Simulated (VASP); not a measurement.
An input for Quantum ESPRESSO's pw.x (written as the equivalent of a VASP run, and not itself run):

```
&CONTROL
  calculation = 'scf'
  pseudo_dir = './pseudo'
  outdir = './out'
  tprnfor = .true.
  tstress = .true.
/
&SYSTEM
  ibrav = 0
  nat = 2
  ntyp = 2
  ecutwfc = 82.3
  occupations = 'smearing'
  smearing = 'gaussian'
  degauss = 0.003675
  input_dft = 'pbe'
/
&ELECTRONS
  conv_thr = 7.3e-09
  electron_maxstep = 100
/
ATOMIC_SPECIES
  Sr 87.620 Sr.upf
  Te 127.600 Te.upf
CELL_PARAMETERS angstrom
     0.0000000    3.3284937    3.3284937
     3.3284937    0.0000000    3.3284937
     3.3284937    3.3284937    0.0000000
ATOMIC_POSITIONS crystal
  Sr   0.0000000  0.0000000  0.0000000
  Te   0.5000000  0.5000000  0.5000000
K_POINTS automatic
  7 7 7 0 0 0
```

Task: Write the VASP files for the same calculation (PBE).

Result: Several could match; the one computed here: 
POSCAR:
```
SrTe
1
    0.0000000000     3.3284936681     3.3284936681
    3.3284936681     0.0000000000     3.3284936681
    3.3284936681     3.3284936681     0.0000000000
Sr Te
1 1
Direct
  0.0000000000   0.0000000000   0.0000000000
  0.5000000000   0.5000000000   0.5000000000
```

**KPOINTS**
```
Automatic mesh
0
Gamma
7 7 7
0 0 0
```

### INCAR
```
SYSTEM = SrTe
PREC = Accurate
ENCUT = 520
EDIFF = 1E-7
NELM = 100
ALGO = Normal
LREAL = .FALSE.
LASPH = .TRUE.
ISMEAR = 0
SIGMA = 0.05
GGA = PE
LMAXMIX = 4
LWAVE = .FALSE.
LCHARG = .FALSE.
ISIF = 2
```

POTCAR, in this order: Sr_sv Te (PBE.64 set). Program: vasp_std.

Limits of the translation: the potentials are each code's own (VASP's PAW set, PseudoDojo norm-conserving files in pw.x), so ENCUT and ecutwfc are chosen apart and not converted; conv_thr bounds pw.x's estimated SCF error, while EDIFF bounds the energy change between steps.

The compound is SrTe in the rock salt structure. This cell is one point of a volume scan, at 0.97 of the reference volume.
